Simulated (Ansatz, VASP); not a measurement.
# Sc3Mo in VASP and in Ansatz

```
Sc Mo
1.0
     4.36745    0.00000    0.00000
     0.00000    4.36745    0.00000
     0.00000    0.00000    4.36745
Sc Mo
3 1
Direct
  0.50000 0.00000 0.50000
  0.00000 0.50000 0.50000
  0.50000 0.50000 0.00000
  0.00000 0.00000 0.00000
```

Change from the starting cell: species swapped into the PrIn3 type (Pm-3m, No. 221).

Alike in both runs: functional PBE; k mesh 10 × 10 × 10; occupations gaussian, width 0.1 eV; no spin polarisation.

Ansatz relaxed the structure, and its values are those at the end. VASP's run is a single point on that final structure, the one shown.

```csv
,VASP,Ansatz
version,VASP 6.6.1,Ansatz 0.2.0
potentials or method,"VASP PAW PBE potentials, release 64 (Sc_sv, Mo_sv)","scalar-relativistic, plane waves, PAW"
plane-wave cutoff (eV),520,420
valence electrons in the cell,47,47
```

Ansatz gave:

| Item | Value |
| --- | --- |
| gap on the k mesh at the Fermi level (eV) | none |
| pressure (GPa) | 0.0 |

Question: Estimate VASP's values.

Answer: gap on the k mesh at the Fermi level (eV): none; pressure (GPa): 0.1.

A gap of «none» marks a metal or a gap that the smearing closes.
